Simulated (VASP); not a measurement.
AlP (zinc blende), at 0.96 of the tabulated volume:

```
CELL_PARAMETERS angstrom
      0.00000     2.69310     2.69310
      2.69310     0.00000     2.69310
      2.69310     2.69310     0.00000
ATOMIC_POSITIONS crystal
  Al 0.00000 0.00000 0.00000
  P  0.25000 0.25000 0.25000
```

The lowest empty band near X, direction across the valley's axis, from mBJ (TB09) with spin-orbit coupling in VASP (PAW); its two spin partners are averaged. The gap over the points computed is 2.30 eV, and the next band on that side lies 0.84 eV away at the edge.

Run with 400 eV cut-off, 10×10×10 Γ-centred mesh, Gaussian smearing of 0.050 eV, potentials Al P.

```json
[
 {"distance from the edge in k (1/Å)": "0.018", "distance in energy (meV)": "4.6"},
 {"distance from the edge in k (1/Å)": "0.025", "distance in energy (meV)": "8.9"},
 {"distance from the edge in k (1/Å)": "0.035", "distance in energy (meV)": "17.3"},
 {"distance from the edge in k (1/Å)": "0.050", "distance in energy (meV)": "35.0"},
 {"distance from the edge in k (1/Å)": "0.070", "distance in energy (meV)": "68.2"}
]
```

Problem. Fit E(1 + αE) = ħ²k²/2m* (ħ²/2m0 = 3.810 eV Å²) and predict the row at 0.095 1/Å.

Solution. Least squares on the energies gives the electron mass m* = 0.269 m0 and α = 0.25 per eV, and so 123.9 meV. The run gave 124.6 meV, +0.7 meV from the fit.

Left out are points under 3 meV from the edge, since the levels carry 0.1 meV, and points farther than half the way to the next band.

The compound is AlP in the zinc blende structure. The cell was not relaxed at this level.
